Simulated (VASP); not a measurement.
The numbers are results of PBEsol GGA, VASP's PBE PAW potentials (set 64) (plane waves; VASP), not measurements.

Input for VASP

### INCAR
```
# general
SYSTEM =CdZn3Te4
PREC   =Accurate
ENCUT  =400
LREAL  =.FALSE.
LASPH  =.TRUE.
ICHARG =11

# electronic loop
EDIFF  =1E-7
NELM   =100
ALGO   =Normal
LMAXMIX=4

# smearing
ISMEAR =0
SIGMA  =0.05

# functional
GGA    =PS

# output
LWAVE  =.FALSE.
LCHARG =.FALSE.
LORBIT =11
```

POSCAR:
```
CdZn3Te4
6.1662170
  1.0000000515   0.0000000000   0.0000000000
  0.0000000000   1.0000000515   0.0000000000
  0.0000000000   0.0000000000   1.0000000515
Zn Te Cd
3 4 1
Cart
  1.0000000515   1.0000000515   1.0000000515
  0.5000000257   0.5000000257   1.0000000515
  0.5000000257   1.0000000515   0.5000000257
  0.2596680758   0.2403319500   0.2403319500
  0.7403319757   0.7596681015   0.2403319500
  0.7403319757   0.2403319500   0.7596681015
  0.2596680758   0.7596681015   0.7596681015
  0.0000000000   0.5000000257   0.5000000257
```

KPOINTS:
```
k-points along high-symmetry lines
15
Line-mode
Reciprocal
  0.000000   0.000000   0.000000 ! GAMMA
  0.000000   0.500000   0.000000 ! X

  0.000000   0.500000   0.000000 ! X
  0.500000   0.500000   0.000000 ! M

  0.500000   0.500000   0.000000 ! M
  0.000000   0.000000   0.000000 ! GAMMA

  0.000000   0.000000   0.000000 ! GAMMA
  0.500000   0.500000   0.500000 ! R

  0.500000   0.500000   0.500000 ! R
  0.000000   0.500000   0.000000 ! X

  0.500000   0.500000   0.500000 ! R
  0.500000   0.500000   0.000000 ! M
```

POTCAR, in this order: Zn Te Cd (PBE.64 set). Program: vasp_std. Read from the step before: CHGCAR.

The resulting files:

### OSZICAR
```
       N       E                     dE             d eps       ncg     rms          rms(c)
DAV:   1     0.454975710489E+03    0.45498E+03   -0.27789E+04  7740   0.141E+03
DAV:   2     0.216686682338E+02   -0.43331E+03   -0.42260E+03  8170   0.349E+02
DAV:   3    -0.206588126583E+02   -0.42327E+02   -0.41660E+02  8887   0.114E+02
DAV:   4    -0.218628857986E+02   -0.12041E+01   -0.12012E+01  8759   0.179E+01
DAV:   5    -0.218922353839E+02   -0.29350E-01   -0.29345E-01  9836   0.251E+00
DAV:   6    -0.218926580515E+02   -0.42267E-03   -0.42265E-03  8743   0.311E-01
DAV:   7    -0.218926739970E+02   -0.15946E-04   -0.15945E-04 10162   0.555E-02
DAV:   8    -0.218926746009E+02   -0.60382E-06   -0.60365E-06  8341   0.949E-03
DAV:   9    -0.218926746344E+02   -0.33538E-07   -0.33687E-07  7241   0.211E-03
   1 F= -.21892675E+02 E0= -.21892675E+02  d E =-.299584E-14
```

### OUTCAR
```
 val. band max:        2.9837761812   @ k =   0.0000   0.0000   0.0000

 cond. band min:       4.0118461070   @ k =   0.0000   0.0000   0.0000



 k-point     1 :       0.0000    0.0000    0.0000
  band No.  band energies     occupation
      1      -8.7708      2.00000
      2      -7.7219      2.00000
      3      -7.7219      2.00000
      4      -7.7219      2.00000
      5      -5.1493      2.00000
      6      -5.1493      2.00000
      7      -5.1224      2.00000
      8      -5.1224      2.00000
      9      -5.1224      2.00000
     10      -3.8931      2.00000
     11      -3.8931      2.00000
     12      -3.8931      2.00000
     13      -3.8808      2.00000
     14      -3.8069      2.00000
     15      -3.8069      2.00000
     16      -3.8069      2.00000
     17      -3.7978      2.00000
     18      -3.7978      2.00000
     19      -3.7022      2.00000
     20      -3.7022      2.00000
     21      -3.6941      2.00000
     22      -3.5537      2.00000
     23      -3.5537      2.00000
     24      -3.5537      2.00000
     25      -2.0962      2.00000
     26      -2.0962      2.00000
     27      -1.6448      2.00000
     28       0.7944      2.00000
     29       0.7944      2.00000
     30       0.7944      2.00000
     31       0.8509      2.00000
     32       0.8509      2.00000
     33       0.8509      2.00000
     34       2.9838      2.00000
     35       2.9838      2.00000
     36       2.9838      2.00000
     37       4.0118      0.00000
     38       5.0577      0.00000
     39       5.3063      0.00000
     40       5.3063      0.00000
     41       5.3063      0.00000
     42       5.3991      0.00000
     43       5.3991      0.00000

 k-point     2 :       0.0000    0.0357    0.0000
  band No.  band energies     occupation
      1      -8.7681      2.00000
      2      -7.7257      2.00000
      3      -7.7218      2.00000
      4      -7.7218      2.00000
      5      -5.1493      2.00000
      6      -5.1490      2.00000
...
```

The density is held fixed in this step, so its total energy and stress have no physical meaning. Unless said otherwise, spin-orbit coupling is left out, though it shifts the bands of the heavy elements here.

The structure was generated: CdZn3Te4 was put into an ordered model structure (P-43m), which need not be its known phase. It was relaxed first.
